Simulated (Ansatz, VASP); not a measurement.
**Cross-check of Sb (Antimony) between VASP and Ansatz**

Aim: how closely do two programs agree when they are given the same cell, functional and k mesh? The cell is taken from a series of runs on this material, whose earlier steps may have relaxed, scaled, displaced or heated it; both programs get it as it stands. Other levels of theory on this material are compared in a session of their own.

Program: Ansatz 0.2.0. Level of theory: plane waves, with VASP 6.6.1 beside it; relaxation of cell and atoms at LDA. Results are calculated unless marked as measured.

### 1. Set-up

Symmetry: R-3m, No. 166, trigonal system. Conventional cell: a = 4.294 Å, b = 4.294 Å, c = 10.963 Å, α = 90.00°, β = 90.00°, γ = 120.00°. Nearest to Sb lie 3 Sb at 2.91 Å.

### 2. Ansatz: relaxation of cell and atoms, LDA

Ansatz runs on its PAW soft_1 files.

The relaxed volume is the usual yardstick between codes: in a stiff, nearly cubic crystal its relative difference is about their pressure difference at one cell divided by the bulk modulus.

input.yaml reads:

```yaml
crystal:
  lattice:
    - [2.1472471412, 1.239713715, 3.6544875606]
    - [-2.1472471412, 1.239713715, 3.6544875606]
    - [0.0, -2.4794274299, 3.6544875606]
  atoms:
    - { symbol: Sb, position: [0.2358739068, 0.2358739068, 0.2358739068] }
    - { symbol: Sb, position: [0.7641260932, 0.7641260932, 0.7641260932] }
kpoints:
  mp_grid: { grid: [12, 12, 12] }
hamiltonian:
  xc: lda
  pseudopotentials: { kind: paw, azcp: { folder: soft_1 }, xc_functional: pbe }
scf:
  occupations: { method: methfessel_paxton, width: 0.2 }
output:
  forces: true
  stress: true
  eigenvalues: true
relax:
  adjacent_minimum: "off"
  f_tol: 0.001
  max_steps: 60
  cell: { stress_tol: 0.01 }
```

Started as:

```console
ansatz run input.yaml --threads 4 --pin off --max-ram 10240MiB --backend cpu --events-out ev --progress --plain --runs-dir out
```

Numbers of over 12 decimals in the logs are rounded to 6 here.

The log of the run:

```text
Engine: ansatz 0.2.0, x86_64-unknown-linux-gnu
Pseudopotentials: kind: paw
Pseudopotential: Sb, paw, valence charge 15, recommended cutoff 420 eV (normal), soft_1/Sb.paw.azcp
Functional definition: SPW92
  exchange = slater_x
  correlation = pw_c
Crystal: 2 atoms, lattice volume = 58.369 Å³
Basis set: ecut = 420 eV, 1153 PW (Γ)
Bands: 19, of which v1, the nominal top of the filled ones, is band 15 counted from 1 (14 counted from 0)
Symmetry: 12 space group operations
Space group: R-3m (ITA 166), of the structure as read, at distance tolerance 3.9e-5 Å
k-points: 189 of 1728
Non-local potential: Sb, projectors of the file, l = 0: 2, l = 1: 2, l = 2: 2, l = 3: 1
PAW form: soft (Blöchl's): semilocal exchange-correlation on the pseudo side does not see the compensation charge
PAW frozen core: Sb, regenerated for the run's functional, and the local potential with it (the file was generated under x = pbe(κ = 0.804, μ = 0.219515), c = pbe(β = 0.066725))
PAW one-centre angular grid: Sb, 590 points (default); XC on 64 Gauss nodes
Initial density: superposition of atomic densities (chi_scale 0.1, normalization cell)
Initial wavefunctions: pseudopotential atomic-orbital guess
Functional: x = slater, c = lda
SCF iter   1: F=—  HF=-12671.795029 eV  |F-HF|=—  |Δ(HF+E_count)|=         —  Δρ=1.50e-2  dr2=1.07e-1  ethr=3.10e-3  ⟨swp⟩=6.0  Hψ=19150  notcnv=0
preconditioner: auto → Kerker (q_TF=auto, 2.442 Å⁻¹)  [metal: Δε(μ)=0.114 eV  Ē_g=8.840 eV  σ=0.200 eV  W_gap=0.43  n_scr=14 (ndim 8)  ℏωp=15.4 eV  f_vac=0.000  D(μ)=0.14/eV (n_scr^D=0)]
SCF iter   2: F=—  HF=-12671.777304 eV  |F-HF|=—  |Δ(HF+E_count)|=   1.77e-2  S|Δr|=    0.00e0  Δρ=9.52e-3  dr2=4.65e-2  ethr=3.57e-4  ⟨swp⟩=1.1  Hψ=5129  notcnv=0
SCF iter   3: F=—  HF=-12671.768092 eV  |F-HF|=—  |Δ(HF+E_count)|=   9.21e-3  S|Δr|=    0.00e0  Δρ=1.43e-3  dr2=1.95e-3  ethr=1.55e-4  ⟨swp⟩=1.7  Hψ=5423  notcnv=0
SCF iter   4: F=—  HF=-12671.767902 eV  |F-HF|=—  |Δ(HF+E_count)|=   1.90e-4  S|Δr|=    0.00e0  Δρ=4.99e-4  dr2=2.26e-4  ethr=6.52e-6  ⟨swp⟩=1.6  Hψ=4268  notcnv=0
SCF iter   5: F=—  HF=-12671.767915 eV  |F-HF|=—  |Δ(HF+E_count)|=   1.25e-5  S|Δr|=    0.00e0  Δρ=1.05e-4  dr2=5.72e-6  ethr=7.52e-7  ⟨swp⟩=2.1  Hψ=4432  notcnv=0
SCF iter   6: F=—  HF=-12671.767915 eV  |F-HF|=—  |Δ(HF+E_count)|=   3.10e-7  S|Δr|=    0.00e0  Δρ=3.03e-5  dr2=3.31e-7  ethr=1.91e-8  ⟨swp⟩=2.0  Hψ=6445  notcnv=0
SCF iter   7: F=-12671.767915 eV  HF=-12671.767915 eV  |F-HF|=6.24e-9  |Δ(HF+E_count)|=   1.38e-7  S|Δr|=    0.00e0  Δρ=8.93e-6  dr2=3.51e-8  ethr=3.33e-10  ⟨swp⟩=7.0  Hψ=19241  notcnv=0
SCF 1 converged in 7 iterations: F = -12671.767915 eV  dr2 = 3.51e-8
  greatest PAW one-centre occupation: 0.997 electrons in one spin orbital (limit 2), on the Sb atom at site 1 (counted from 0), in its partial waves of l = 2
relax step   1: F+E_penalty+E_count = -12671.76791482 eV  Δ(F+E_penalty+E_count) = +0.000e0 eV  max|allowed force component| = 5.214e-3 eV/Å  Δτ_max = 0.0000 Å  P = +0.009 GPa  Ω = 58.369 Å³  (7 SCF iters, dr2 threshold 1.00e-7 eV, accepted)
[...]
relax step   2: F+E_penalty+E_count = -12671.76791399 eV  Δ(F+E_penalty+E_count) = +8.341e-7 eV  max|allowed force component| = 3.372e-3 eV/Å  Δτ_max = 0.0011 Å  P = +0.003 GPa  Ω = 58.395 Å³  energy of the carried Pulay correction = -3.694e-6 eV  (4 SCF iters, dr2 threshold 1.70e-9 eV, accepted)
[...]
relax step   3: F+E_penalty+E_count = -12671.76791652 eV  Δ(F+E_penalty+E_count) = -2.532e-6 eV  max|allowed force component| = 3.198e-4 eV/Å  Δτ_max = 0.0004 Å  P = -0.001 GPa  Ω = 58.392 Å³  energy of the carried Pulay correction = -3.272e-6 eV  (4 SCF iters, dr2 threshold 9.10e-10 eV, accepted)
[...]
relax step   4: F+E_penalty+E_count = -12671.76792070 eV  Δ(F+E_penalty+E_count) = -4.185e-6 eV  max|allowed force component| = 3.244e-4 eV/Å  Δτ_max = 0.0000 Å  P = -0.001 GPa  Ω = 58.392 Å³  stress off target by 2.19e-3 GPa  SCF on the basis re-selected at this cell (its energy is not comparable with the rows above)  (7 SCF iters)
basis re-selected at this cell: Δ(F+E_penalty+E_count) = -4.185e-6 eV, ΔP = +0.000 GPa vs the last step (what re-selecting the basis moved, of the pressure what is left beyond the Pulay correction that the steps carried, after the strain that the cell walked since its last selection, with what the two solves' SCF thresholds leave and, on support functions, any second-order correction that the steps lacked; it is no m [...]
SCF converged after 7 iterations
Stability not checked: this state was not tested for a lower state beside it, because cold or Methfessel-Paxton smearing, or corrected tetrahedra, fill the levels in a way that the test cannot read (fill_not_monotonic; see scf.lower_state_search)
Free energy (F): -12671.767921 eV
Harris-Foulkes:  -12671.767921 eV  (|F-HF|=5.46e-12)
Internal energy: -12671.770317 eV  (E = F + TS)
E sigma→0 (E₀):  -12671.768520 eV
Entropy (-TS):   0.002396 eV (1.198 meV/atom)
Fermi energy:    10.434636 eV
--- Per-component energies (eV) ---
  E_band       = -325.253941
  E_kinetic    = 328.808891
  E_local      = -3116.343708  (includes V_loc(G=0)·N_el)
  E_nonlocal   = 787.601617
  E_hartree    = 1288.291665
  E_xc         = -198.071461
  E_vxc        = -183.703952  (∫ρ·V_xc dr)
  E_paw        = -8789.636656  (= ΣΔE_a)
  E_vpaw       = -718.200397  (= ΣTr[D̂ρ^β])
  E_aug_tail   = 0.000249  (compensation charges beyond the density's cutoff)
  E_ewald      = -2973.538536
  E_core_change = 1.117622  (= ΣΔE_core)
  E_smearing   = 0.002396  (= −TS)
  E_closure    = 0.000000  (closes the sum)
  Σ components = -12671.767921   (vs F -12671.767921, Δ=0.00e0)
--- Forces (eV/Å), atoms counted from 1 ---
  atom   1  Sb     0.00000000    -0.00000000    -0.00032436
  atom   2  Sb    -0.00000000     0.00000000     0.00032436
  max |Σ_I F_I| component: 9.25e-18 eV/Å
--- Stress (GPa, compression-positive) ---
       -0.002191      -0.000000      -0.000000
       -0.000000      -0.002191       0.000000
       -0.000000       0.000000       0.001802
  P = ⅓ Tr σ = -0.0009 GPa (-0.009 kbar)
--- Band table (eV; the first three rows and the last of 189) ---
  k-point 0: bands = [... 11 lower, 5.7020, 8.4766, 8.6096, 8.6096, 12.8161, 13.3041, 13.3041, 15.5267]
  k-point 1: bands = [... 11 lower, 5.3145, 8.4986, 8.6013, 8.8005, 12.7213, 13.0770, 13.0776, 15.2116]
  k-point 2: bands = [... 11 lower, 4.4305, 8.5196, 8.5862, 9.1720, 12.3473, 12.5164, 12.5379, 15.0543]
  k-point 188: bands = [... 11 lower, 1.1847, 9.1858, 9.1858, 9.9779, 10.4032, 10.4032, 11.4000, 17.8341]
--- Relaxed structure (3 steps of the walk, 3 accepted, 1 SCFs on fresh bases) ---
  F+E_penalty+E_count = -12671.76792070 eV   max|allowed force component| = 3.244e-4 eV/Å   (the final SCF, on the basis selected at the relaxed cell)
  cell:  # Å, volume = 58.3919 Å³
    - [2.147724, 1.239989, 3.654304]
    - [-2.147724, 1.239989, 3.654304]
    - [0, -2.479978, 3.654304]
  atoms:
    - { symbol: Sb, position: [0.235812, 0.235812, 0.235812] }
    - { symbol: Sb, position: [0.764188, 0.764188, 0.764188] }
```

In the SCF lines HF is the Harris–Foulkes energy and dr2 the Hartree energy of the density residual, in eV; the loop may stop once dr2 is under the threshold and the program's other checks hold. Hψ counts applications of the Hamiltonian.

### 3. VASP: relaxation of cell and atoms, LDA

The same cell, functional (in two slightly different forms), mesh and smearing now go to VASP, with its own data sets.

Lines of VASP's logs that name or quote its potential files are left out, and so is its time.

INCAR reads:

```
SYSTEM = Sb
PREC = Accurate
ENCUT = 500
EDIFF = 1E-07
NELM = 120
ISMEAR = 1
SIGMA = 0.2
LREAL = .FALSE.
ALGO = Normal
GGA = PW92
NBANDS = 11
LORBIT = 11
LWAVE = .FALSE.
LCHARG = .FALSE.
ISIF = 3
IBRION = 2
NSW = 80
EDIFFG = -0.005
LASPH = .TRUE.
GGA_COMPAT = .FALSE.
NELMIN = 4
KPAR = 2
```

POSCAR reads:

```
Sb
1.0
    2.1472470000      1.2397140000      3.6544880000
   -2.1472470000      1.2397140000      3.6544880000
    0.0000000000     -2.4794270000      3.6544880000
Sb
2
Direct
    0.2358738495      0.2358738495      0.2358739446
    0.7641259603      0.7641259603      0.7641260554
```

KPOINTS reads:

```
Automatic mesh
0
Gamma
12 12 12
0 0 0
```

The projector-augmented-wave data sets are Sb (LDA family, release 64).

Started as:

```console
mpirun -np 2 vasp_std
```

The log of the run:

```text
[banner, memory and clock lines left out]
running    2 mpi-ranks, on    1 nodes
 distrk:  each k-point on    1 cores,    2 groups
 distr:  one band on    1 cores,    1 groups

 POSCAR found type information on POSCAR Sb
 POSCAR found :  1 types and       2 ions
|                                                                             |
|               ----> ADVICE to this user running VASP <----                  |
|                                                                             |
|     You enforced a specific xc type in the INCAR file but a different       |
|     [... a line on the potential file left out ...]
|     I HOPE YOU KNOW WHAT YOU ARE DOING!                                     |
|                                                                             |

 LDA part: xc-table for (Slater(with rela. corr.)+PW92), standard interpolation
 POSCAR, INCAR and KPOINTS ok, starting setup
 FFT: planning ... GRIDC
 FFT: planning ... GRID_SOFT
 FFT: planning ... GRID
 WAVECAR not read
 entering main loop
       N       E                     dE             d eps       ncg     rms          rms(c)
DAV:   1     0.371985193215E+02    0.37199E+02   -0.35114E+03  4158   0.697E+02
DAV:   2    -0.754935569541E+01   -0.44748E+02   -0.43474E+02  5529   0.116E+02
DAV:   3    -0.962518342991E+01   -0.20758E+01   -0.20556E+01  5134   0.282E+01
DAV:   4    -0.964383840178E+01   -0.18655E-01   -0.18651E-01  4680   0.318E+00
DAV:   5    -0.964405859127E+01   -0.22019E-03   -0.22019E-03  4839   0.389E-01    0.322E+00
DAV:   6    -0.962802744145E+01    0.16031E-01   -0.36243E-03  4662   0.325E-01    0.192E+00
DAV:   7    -0.961907980151E+01    0.89476E-02   -0.77526E-03  4557   0.470E-01    0.545E-02
DAV:   8    -0.961908886163E+01   -0.90601E-05   -0.21649E-04  4692   0.105E-01    0.177E-02
DAV:   9    -0.961909262953E+01   -0.37679E-05   -0.14809E-05  4740   0.237E-02    0.655E-03
DAV:  10    -0.961909228265E+01    0.34688E-06   -0.16719E-06  4695   0.717E-03    0.983E-04
DAV:  11    -0.961909231508E+01   -0.32428E-07   -0.15297E-07  3854   0.241E-03
   1 F= -.96190923E+01 E0= -.96198908E+01  d E =-.961909E+01
[...]
2 F= -.96192767E+01 E0= -.96200910E+01  d E =-.184370E-03
[...]
3 F= -.96194117E+01 E0= -.96202197E+01  d E =-.319351E-03
[...]
4 F= -.96194700E+01 E0= -.96202745E+01  d E =-.583264E-04
[...]
5 F= -.96195420E+01 E0= -.96203355E+01  d E =-.130327E-03
[...]
6 F= -.96195424E+01 E0= -.96203352E+01  d E =-.130687E-03
 curvature:  -1.92 expect dE=-0.916E-05 dE for cont linesearch -0.108E-07
 trial: gam= 0.05782 g(F)=  0.463E-06 g(S)=  0.430E-05 ort = 0.662E-06 (trialstep = 0.145E+01)
 search vector abs. value=  0.510E-05
 bond charge predicted
       N       E                     dE             d eps       ncg     rms          rms(c)
DAV:   1    -0.961954796407E+01   -0.56066E-05   -0.15240E-04  4500   0.676E-02    0.589E-03
DAV:   2    -0.961954737010E+01    0.59396E-06   -0.51364E-06  4386   0.160E-02    0.342E-03
DAV:   3    -0.961954697606E+01    0.39405E-06   -0.13004E-06  4809   0.578E-03    0.545E-04
DAV:   4    -0.961954697778E+01   -0.17216E-08   -0.10307E-07  2427   0.219E-03
   7 F= -.96195470E+01 E0= -.96203407E+01  d E =-.462466E-05
 trial-energy change:   -0.000005  1 .order   -0.000005   -0.000007   -0.000002
 step:   2.1839(harm=  2.1839)  dis= 0.00008  next Energy=    -9.619548 (dE=-0.524E-05)
 reached required accuracy - stopping structural energy minimisation
```

From OUTCAR (step 3):

```text
ion  position               nearest neighbor table
   1  0.236  0.236  0.236-   2 2.91   2 2.91   2 2.91   2 3.27   2 3.27   2 3.27
   2  0.764  0.764  0.764-   1 2.91   1 2.91   1 2.91   1 3.27   1 3.27   1 3.27

  LATTYP: Found a trigonal (rhomboedric) cell.
 ALAT       =     4.4162023304
 COS(alpha) =     0.5271796914

 Subroutine GETGRP returns: Found 12 space group operations
 (whereof 12 operations were pure point group operations)

The static configuration has the point symmetry D_3d.

 Found    189 irreducible k-points:

   k-points           NKPTS =    189   k-points in BZ     NKDIM =    189   number of bands    NBANDS=     11

   dimension x,y,z NGX =    32 NGY =   32 NGZ =   32
   dimension x,y,z NGXF=    64 NGYF=   64 NGZF=   64

   ENCUT  =  500.0 eV  36.75 Ry    6.06 a.u.   8.05  8.05  8.05*2*pi/ulx,y,z

   NELECT =      10.0000    total number of electrons

 k-points in reciprocal lattice and weights: Automatic mesh
   0.00000000  0.00000000  0.00000000       0.001
   0.08333333  0.00000000 -0.00000000       0.003
   0.16666667  0.00000000 -0.00000000       0.003
   0.25000000  0.00000000  0.00000000       0.003
   0.33333333  0.00000000 -0.00000000       0.003
   0.41666667  0.00000000 -0.00000000       0.003
   0.50000000  0.00000000  0.00000000       0.002
   0.08333333  0.08333333 -0.00000000       0.003
   0.16666667  0.08333333  0.00000000       0.007
[...]
-0.41666667  0.50000000  0.41666667       0.003
   0.50000000  0.50000000  0.50000000       0.001

 average (electrostatic) potential at core
       1 -86.3985       2 -86.3985

 E-fermi :   7.4809

 k-point     1 :       0.0000    0.0000    0.0000
  band No.  band energies     occupation
      1      -5.3811      2.00000
      2       2.8298      2.00000
      3       5.5370      2.00000
      4       5.6588      2.00000
      5       5.6588      2.00000
      6       9.8886     -0.00000
      7      10.3617     -0.00000
      8      10.3617     -0.00000
      9      12.4332      0.00000
     10      12.4332      0.00000
    ...

 k-point     2 :       0.0833    0.0000   -0.0000
  band No.  band energies     occupation
      1      -5.3029      2.00000
      2       2.4319      2.00000
      3       5.5584      2.00000
      4       5.6520      2.00000
      5       5.8635      2.00000
      6       9.7854     -0.00000
      7      10.1284     -0.00000
      8      10.1366     -0.00000
      9      12.1554      0.00000
     10      12.4688      0.00000
    ...

 k-point     3 :       0.1667    0.0000   -0.0000
  band No.  band energies     occupation
      1      -5.0690      2.00000
      2       1.5342      2.00000
      3       5.5826      2.00000
      4       5.6414      2.00000
      5       6.2507      2.00000
      6       9.3967     -0.00000
      7       9.5554     -0.00000
      8       9.5973     -0.00000
      9      12.0267      0.00000
     10      12.6067      0.00000
    ...

  Total        0.0017988      0.0017988     -0.0037499     -0.0000000     -0.0000000      0.0000000
  in kB        0.0492932      0.0492932     -0.1027598     -0.0000000     -0.0000000      0.0000000
  external PRESSURE =      -0.0013911 kB  Pullay stress =       0.0000000 kB

  energy-cutoff  :      500.00
  volume of cell :       58.47
      direct lattice vectors                 reciprocal lattice vectors
     2.150774374  1.241750530  3.648646262     0.232474408  0.134219159  0.091358072
    -2.150774374  1.241750530  3.648646262    -0.232474408  0.134219159  0.091358072
     0.000000000 -2.483500060  3.648646263     0.000000000 -0.268438317  0.091358109

 POSITION                                       TOTAL-FORCE (eV/Angst)
 -----------------------------------------------------------------------------------
      0.00000      0.00000      2.58771        -0.000000     -0.000000     -0.000594
      0.00000      0.00000      8.35822         0.000000      0.000000      0.000594
 -----------------------------------------------------------------------------------
    total drift:                                0.000000      0.000083      0.000245

  FREE ENERGIE OF THE ION-ELECTRON SYSTEM (eV)
  ---------------------------------------------------
  free  energy   TOTEN  =        -9.6195469778 eV

  energy  without entropy=       -9.6219282639  energy(sigma->0) =       -9.62034074

 reached required accuracy - stopping structural energy minimisation

 total charge
# of ion       s       p       d       tot
------------------------------------------
    1        1.223   1.165   0.040   2.428
    2        1.223   1.165   0.040   2.428
--------------------------------------------------
tot          2.445   2.331   0.081   4.857

[... 3 further parts left out ...]
```

The run keeps the 12 symmetry operations of its start, so it cannot find a distortion of lower symmetry.

### 4. Comparison

Known differences besides the potentials themselves: the data sets hold 30 valence electrons in Ansatz (on its PAW soft_1 files) and 10 in VASP; the cutoff is 420 eV in Ansatz and 500 eV in VASP; VASP's log shows a relativistic correction to its local exchange, Ansatz's none; Ansatz adds a Pulay correction to the stress that steers its cell, VASP none. Total energies have different zeros and are not compared.

Compared:

```
                                         quantity  Ansatz   VASP  difference
                                      volume (Å³)   58.39  58.47     -0.13 %
edge a after relaxation, in the typed setting (Å)   4.416  4.414     +0.06 %
```

### 5. Outcome

* difference in volume (relaxation of cell and atoms, LDA): -0.13 %

In words: The difference in volume is -0.13 % (relaxation of cell and atoms, LDA), within the 1.2 % picked in this series as the mark of a large difference, as far as the stopping tolerances let one tell. The data sets hold unlike numbers of valence electrons (30 in Ansatz and 10 in VASP), so part of the differences comes from the potentials. 15 further runs of this series are not shown here. How closely two codes agree says nothing of how well the functional describes the real material.

[Lines on the potential files, build, host, timing and source positions are cut from VASP's logs without a mark.]

[Logs are printed without paths, hosts, clocks, repeated set-up lines and the standing remarks that a program may print on its own settings, such as how far it seeks lower states.]

[Hosts, paths, dates, database ids (printed as entryN), source tags and the programs' standing remarks are cut or masked in the printed files.]
